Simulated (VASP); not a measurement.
## SiNi3: relaxation of cell and atoms with PBE

Crystal: SiNi3.

```
Si Ni
1.0
     3.50600    0.00000    0.00000
     0.00000    3.50600    0.00000
     0.00000    0.00000    3.50600
Si Ni
1 3
Direct
  0.00000 0.00000 0.00000
  0.00000 0.50000 0.50000
  0.50000 0.00000 0.50000
  0.50000 0.50000 0.00000
```

```json
{"Program": "VASP 6.6.1", "Task": "relaxation of cell and atoms", "Functional": "PBE", "Potentials or basis": "VASP PAW PBE potentials, release 64 (Si, Ni)", "Cutoff": "600 eV", "k mesh": "10 × 10 × 10", "Occupations": "methfessel-paxton, width 0.1 eV", "Spin": "no spin polarisation", "Further INCAR settings": "ALGO = Normal; EDIFF = 1e-07; IBRION = 2; EDIFFG = -0.005; NSW = 90; ISIF = 3"}
```

```
Pressure after relaxing : 0.0 GPa
Band gap on the k mesh  : none (metal or under the smearing width)
```

Final structure:
```cif
data_structure
_symmetry_space_group_name_H-M 'P 1'
_symmetry_Int_Tables_number 1
_cell_length_a 3.5060
_cell_length_b 3.5060
_cell_length_c 3.5060
_cell_angle_alpha 90.000
_cell_angle_beta 90.000
_cell_angle_gamma 90.000
_cell_volume 43.10
loop_
_atom_site_label
_atom_site_type_symbol
_atom_site_fract_x
_atom_site_fract_y
_atom_site_fract_z
_atom_site_occupancy
Si1 Si 0.00000 0.00000 0.00000 1
Ni1 Ni 0.00000 0.50000 0.50000 1
Ni2 Ni 0.50000 0.00000 0.50000 1
Ni3 Ni 0.50000 0.50000 0.00000 1
```

Levels at points of the mesh, in eV from the Fermi level:
```
           k point  band 14  band 15  band 16  band 17  band 18  band 19  band 20  band 21
(0.00, 0.00, 0.00)    -0.60    -0.60    -0.27     0.06     0.06     0.06     4.85     6.35
(0.50, 0.00, 0.00)    -1.26    -1.12    -0.53     0.06     3.63     3.63     5.23     5.30
(0.50, 0.50, 0.00)    -1.39    -1.08    -0.98    -0.92     0.68     0.68     5.61     6.36
(0.50, 0.50, 0.50)    -1.21    -1.21    -0.36    -0.18    -0.18    -0.18     1.23     4.05
```

Wall time 57 s on 1 thread of Intel(R) Xeon(R) Platinum 8259CL CPU @ 2.50GHz (Skylake/Cascade Lake) (shared host), peak memory 0.19 GiB.

Caveat: the relaxation stopped at its first step, so nothing moved. Spin polarisation is off, so any magnetic state and its effect on volume and gap are missing.
